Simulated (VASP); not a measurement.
KMgF₃ (cubic perovskite): the bulk modulus from VASP (plane waves, PAW) at several levels of theory. Static lattice, third-order Birch-Murnaghan fit over five volumes.

| level | bulk modulus (GPa) |
|---|---|
| SCAN | 82.2 |
| r2SCAN | 79.5 |

The cell of the SCAN run:

Space group Pm-3m (No. 221); a = b = c = 3.9621 Å, α = β = γ = 90.00°

```
atom  site  symmetry       x       y       z
----  ----  --------  ------  ------  ------
K       1a      m-3m  0.0000  0.0000  0.0000
Mg      1b      m-3m  0.5000  0.5000  0.5000
F       3c    4/mm.m  0.0000  0.5000  0.5000
```

Only levels that ran to the end are used. Left out are those held back, those with too coarse a band path, GW runs whose mesh misses a band edge, hybrids' fits of cells that aren't cubic and levels without matching references; a question may draw on a part of the rest.

The compound is KMgF3 in the cubic perovskite structure.
